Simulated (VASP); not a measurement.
Input:

```
CELL_PARAMETERS angstrom
      4.34054     0.00000     0.00000
     -2.17027     3.75902     0.00000
      0.00000     0.00000     5.08367
ATOMIC_POSITIONS crystal
  Ba 0.33333 0.66667 0.09807
  Al 0.00000 0.00000 0.63503
  Ge 0.66667 0.33333 0.55544
  H  0.00000 0.00000 0.97746
```

All values below come from PBEsol GGA, VASP's PBE PAW potentials (set 64) (plane waves; VASP 6.6.1). Settings: 400 eV cut-off, Gaussian smearing of 0.050 eV, potentials Ba_sv Al Ge_d H.

Unless said otherwise, spin-orbit coupling is left out, though it shifts the bands of the heavy elements here.

Task: Give the energies of bands 11 to 17 at the high-symmetry points, in eV from the valence-band maximum.

Result: 
```
band      Γ      M      K      A      L      H
----  -----  -----  -----  -----  -----  -----
11    -4.25  -5.92  -5.64  -5.32  -5.37  -5.90
12    -0.77  -3.08  -3.27  -0.21  -3.36  -3.09
13    -0.63  -1.23  -2.61  -0.21  -1.80  -2.29
14    -0.63  -0.63  -0.78  -0.01  -0.85  -0.53
15     1.00   0.74   1.13   1.30   1.61   3.26
16     3.25   2.44   2.90   1.77   3.67   3.69
17     3.25   3.03   3.80   1.77   4.41   4.71
```

The gap is indirect, 0.69 eV, from the valence maximum at A-L at 0.11 to the conduction minimum at L-M at 0.78.

The structure comes from a computed database's BaAlGeH entry (P3m1); how it stands against other phases isn't given here. It was relaxed first, which changed the volume by -5 %.
